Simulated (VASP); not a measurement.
A VASP calculation is set up with these files.

File KPOINTS:
```
Automatic mesh
0
G
6 6 4
```

**INCAR**
```
SYSTEM = SnS2
PREC = Accurate
ENCUT = 400
EDIFF = 1E-8
NELM = 100
ALGO = Normal
LREAL = .FALSE.
LASPH = .TRUE.
ISMEAR = 0
SIGMA = 0.05
LMAXMIX = 4
LWAVE = .FALSE.
LCHARG = .FALSE.
IBRION = 1
ISIF = 2
NSW = 30
EDIFFG = -0.001
```

File POSCAR:
```
SnS2
1
    3.6300854223    -0.0000000000    -0.0000000000
   -1.8150427111     3.1437463846    -0.0000000000
   -0.0000000000     0.0000000000     5.7308328490
Sn S
1 2
Direct
  1.0000000000   0.0000000000   0.0000000000
  0.3333330000   0.6666670000   0.2558111232
  0.6666670000   0.3333330000   0.7441888768
```

POTCAR, in this order: Sn_d S (LDA.64 set). Program: vasp_std.

Q: Translate this LDA calculation to Ansatz.

A: One equivalent input (not run):
Ansatz 0.2 input:
```yaml
crystal:
  lattice:
    - [3.6300854, 0.0000000, 0.0000000]
    - [-1.8150427, 3.1437464, 0.0000000]
    - [0.0000000, 0.0000000, 5.7308328]
  atoms:
    - { symbol: Sn, position: [1.0000000, 0.0000000, 0.0000000] }
    - { symbol: S, position: [0.3333330, 0.6666670, 0.2558111] }
    - { symbol: S, position: [0.6666670, 0.3333330, 0.7441889] }
kpoints:
  mp_grid: { grid: [6, 6, 4] }
hamiltonian:
  xc: lda
  pseudopotentials: { kind: paw }
scf:
  occupations: { method: gaussian, width: 0.05 }
  max_iter: 100
relax:
  max_steps: 30
  f_tol: 0.001
output: { forces: true, stress: true, eigenvalues: true }
```
What does not carry over: each code has its own PAW files, so the cut-off isn't converted (ENCUT is set for VASP's; basis.ecutwfc is left out, and Ansatz then takes the one that its files recommend); Ansatz stops its SCF on the density residual and VASP on the energy change (EDIFF); Ansatz's lda is the Perdew-Wang form, while the LDA potentials of VASP carry Perdew-Zunger's.

The structure comes from a computed database's SnS2 entry (P-3m1); how it stands against other phases isn't given here. This run relaxes the ions in a fixed cell. Symmetry was kept, so distortions that lower it aren't found. The start is the result of an earlier pass.
